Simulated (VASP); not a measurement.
Data:

```
HgTe
1.0
    0.00000     3.28846     3.28846
    3.28846     0.00000     3.28846
    3.28846     3.28846     0.00000
Hg Te
1 1
Direct
  0.00000   0.00000   0.00000
  0.25000   0.25000   0.25000
```

Level of theory: PBE GGA, VASP's PBE PAW potentials (set 64) (plane waves; VASP). Settings: 300 eV cut-off, 9×9×9 Γ-centred mesh, Fermi-Dirac smearing of 0.050 eV, potentials Hg Te.

### Question
Give the stress tensor in GPa (positive for a compressed cell).

### Answer

```
1.05  0.00  0.00
0.00  1.05  0.00
0.00  0.00  1.05
```
The pressure is its mean diagonal, 1.05 GPa.

The structure is a typed HgTe crystal. The cell was not relaxed at this level.
